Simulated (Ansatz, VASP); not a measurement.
# Hf (Hafnium): VASP beside Ansatz, part 2 of 2

One calculation is typed for both programs; each brings its own data sets. How far apart do they land? The cell is taken from a series of runs on this material, whose earlier steps may have relaxed, scaled, displaced or heated it; both programs get it as it stands.

VASP 6.6.1 and Ansatz 0.2.0.

So far: The starting structure; Ansatz: relaxation of cell and atoms, PBEsol; VASP: relaxation of cell and atoms, PBEsol; Differences.

## (5) VASP: zone-centre phonons, PBEsol

Level of this step: PBEsol; plane waves and PAW (Hf_pv) (VASP).

Second derivatives magnify differences that forces hide, and they need a tight electronic threshold.

File INCAR:

```
SYSTEM = Hf
PREC = Accurate
ENCUT = 500
EDIFF = 1E-08
NELM = 120
ISMEAR = 1
SIGMA = 0.2
LREAL = .FALSE.
ALGO = Normal
GGA = PS
NBANDS = 16
LASPH = .TRUE.
LORBIT = 11
LWAVE = .FALSE.
LCHARG = .FALSE.
ISIF = 2
IBRION = 8
GGA_COMPAT = .FALSE.
KPAR = 2
```

File POSCAR:

```
Hf
1.0
    3.1639567438      0.0000000000      0.0000000000
   -1.5819783719      2.7400669166      0.0000000000
    0.0000000000      0.0000000000      5.0025964737
Hf
2
Direct
    0.3333333333      0.6666666667      0.2500000000
    0.6666666667      0.3333333333      0.7500000000
```

File KPOINTS:

```
Automatic mesh
0
Gamma
18 18 10
0 0 0
```

Potentials, in the order of the species: Hf_pv (PBE family, release 64).

Run with:

```
$ mpirun -np 2 vasp_std
```

Numbers of over 12 decimals in the logs are rounded to 6 here.

Log:

```text
[banner, memory and clock lines left out]
running    2 mpi-ranks, on    1 nodes
[...]
[... a notice as in an earlier step ...]

 LDA part: xc-table for (Slater+PW92), standard interpolation
 POSCAR, INCAR and KPOINTS ok, starting setup
[...]
entering main loop
       N       E                     dE             d eps       ncg     rms          rms(c)
DAV:   1     0.468055745708E+02    0.46806E+02   -0.11337E+04  7136   0.116E+03
DAV:   2    -0.201611690103E+02   -0.66967E+02   -0.65366E+02  9384   0.251E+02
DAV:   3    -0.217540819746E+02   -0.15929E+01   -0.15874E+01  9512   0.267E+01
DAV:   4    -0.217658997413E+02   -0.11818E-01   -0.11817E-01  8664   0.283E+00
[...]
DAV:  13    -0.210049454934E+02    0.63686E-07   -0.13814E-08  6824   0.926E-04    0.163E-03
DAV:  14    -0.210049454698E+02    0.23559E-07   -0.14436E-09  5128   0.325E-04    0.240E-04
DAV:  15    -0.210049454675E+02    0.22940E-08   -0.22497E-10  4928   0.120E-04
   1 F= -.21004945E+02 E0= -.21006309E+02  d E =0.409061E-02
[...]
RMM:  15    -0.205212661884E+00   -0.47202E-08   -0.20174E-07 55311   0.178E-05    0.207E-05
RMM:  16    -0.205212666258E+00   -0.43736E-08   -0.11065E-07 51707   0.155E-05    0.134E-05
RMM:  17    -0.205212667924E+00   -0.16661E-08   -0.54337E-08 43996   0.139E-05    0.178E-06
 first order change of Fermi-energy  -0.35512E-05
 force on displaced ion       1 direction 1 :  -2.085  -0.000   0.000
 Linear response progress:
  Degree of freedom:   2/  2
       N       E                     dE             d eps       ncg     rms          rms(c)
RMM:   1    -0.242911469709E+00   -0.24291E+00    0.48664E+00 10985   0.124E+01
RMM:   2    -0.253393238994E+00   -0.10482E-01   -0.44374E-02 16427   0.127E+00    0.720E-01
RMM:   3    -0.252581990220E+00    0.81125E-03   -0.37765E-03 19201   0.287E-01    0.202E-01
RMM:   4    -0.252343507634E+00    0.23848E-03   -0.41395E-04 23054   0.101E-01    0.205E-01
[...]
RMM:  20    -0.251957742809E+00    0.24566E-08   -0.64825E-07 11452   0.118E-05    0.227E-07
RMM:  21    -0.251957743471E+00   -0.66214E-09   -0.66940E-07 10722   0.117E-05    0.224E-07
RMM:  22    -0.251957746260E+00   -0.27891E-08   -0.69422E-07 10135   0.116E-05    0.929E-08
 first order change of Fermi-energy  -0.15215E-03
 force on displaced ion       1 direction 3 :   0.000  -0.000  -3.291
 Linear response finished
```

Parts of OUTCAR (step 5):

```text
  Total       -0.2116490     -0.2116490     -0.2300934     -0.0000000      0.0000000      0.0000000
  in kB       -7.8187911     -7.8187911     -8.5001675     -0.0000000      0.0000000      0.0000000
  external PRESSURE =      -8.0459166 kB  Pullay stress =       0.0000000 kB

 POSITION                                       TOTAL-FORCE (eV/Angst)
 -----------------------------------------------------------------------------------
     -0.00000      1.82671      1.25065        -0.000000      0.000000      0.000000
      1.58198      0.91336      3.75195         0.000000     -0.000000      0.000000
 -----------------------------------------------------------------------------------
    total drift:                               -0.000000      0.000000     -0.000000

[... 1 part as in an earlier step ...]

[... 1 further part left out ...]
```

Energies printed during the response cycles are not total energies of the cell.

## (6) Ansatz: zone-centre phonons, PBEsol

The same cell, functional, mesh and smearing now go to Ansatz, which takes its cutoff from its data sets.

The cell is taken from a series of runs on this material, whose earlier steps may have relaxed, scaled, displaced or heated it; both programs get it as it stands.

File input.yaml:

```yaml
crystal:
  lattice:
    - [3.1639567438, 0.0, 0.0]
    - [-1.5819783719, 2.7400669166, 0.0]
    - [0.0, 0.0, 5.0025964737]
  atoms:
    - { symbol: Hf, position: [0.3333333333, 0.6666666667, 0.25] }
    - { symbol: Hf, position: [0.6666666667, 0.3333333333, 0.75] }
kpoints:
  mp_grid: { grid: [18, 18, 10] }
hamiltonian:
  xc: pbesol
  pseudopotentials: { kind: nc, accuracy: standard }
scf:
  occupations: { method: methfessel_paxton, width: 0.2 }
output:
  eigenvalues: true
phonons:
  method: dfpt
```

Run with:

```
$ ansatz run input.yaml --threads 8 --pin off --max-ram 14336MiB --backend cpu --events-out ev --progress --plain --runs-dir out
```

Log:

```text
zone centre: on kpoints.mp_grid the ground state, and the responses unless they are solved on pairs of k-points, stand on 546 of the mesh's 3240 k-points, reduced under 4 symmetry operations, with k and −k counted as one. Each operation leaves every solved displacement unchanged or reverses it
[...]
Crystal: 2 atoms, lattice volume = 43.370 Å³
[...]
k mesh reduced under 4 symmetry operations, with k and −k counted as one. Each operation leaves every solved displacement unchanged or reverses it
  ASR residual: 2.804e-5 → 0.000e0 eV/Å²; symmetrization residual: 1.332e-14 eV/Å²
  ASR residual per site (eV/Å²): 2.80e-5 2.80e-5
  Γ frequencies (cm⁻¹): 0.00 0.00 0.00 79.93 79.93 102.14
  non-analytic LO–TO correction: not included (Born effective charges unavailable; polar crystals: no LO–TO splitting at Γ)
[key lines of the parts left out:]
SCF converged after 8 iterations
Free energy (F): -3068.433310 eV
Fermi energy:    15.004983 eV
```

## (7) Differences

What differs besides the data sets and the points named for the pairs above, as far as they apply: the data sets hold 24 valence electrons in Ansatz (on norm-conserving files, of PseudoDojo where its log says so) and 20 in VASP. Total energies have different zeros and are not compared.

Both answers:

| quantity | Ansatz | VASP | difference |
| --- | --- | --- | --- |
| optical mode 1 to 2 (cm⁻¹) | 79.9 | 79.7 | +0.28 % |
| optical mode 3 (cm⁻¹) | 102.1 | 100.1 | +2.00 % |

Modes are paired by rising frequency, not by their patterns, so a pair may set unlike modes beside each other; they are those without the splitting of longitudinal modes.

## (8) What came out

```yaml
difference_in_volume_relaxation_of_cell_and_atoms_pbesol: 0.71 %
r_m_s_difference_of_the_optical_zone_centre_modes_each_program_s_sorted_by_frequency_zone_centre_phonons_pbesol: 1.2 cm⁻¹
difference_in_optical_mode_3_zone_centre_phonons_pbesol: +2.0 %
```

In words: The difference in volume is 0.71 % (relaxation of cell and atoms, PBEsol), within the 1.2 % picked in this series as the mark of a large difference, as far as the stopping tolerances let one tell. The data sets hold unlike numbers of valence electrons (24 in Ansatz and 20 in VASP), so part of the differences comes from the potentials. Among the rows given in per cent, the largest difference of the zone-centre phonons, PBEsol pair is in optical mode 3, +2.0 %. How closely two codes agree says nothing of how well the functional describes the real material.

[Lines on the potential files, build, host, timing and source positions are cut from VASP's logs without a mark.]

[Logs are printed without paths, hosts, clocks, repeated set-up lines and the standing remarks that a program may print on its own settings, such as how far it seeks lower states.]

[Hosts, paths, dates, database ids (printed as entryN), source tags and the programs' standing remarks are cut or masked in the printed files.]
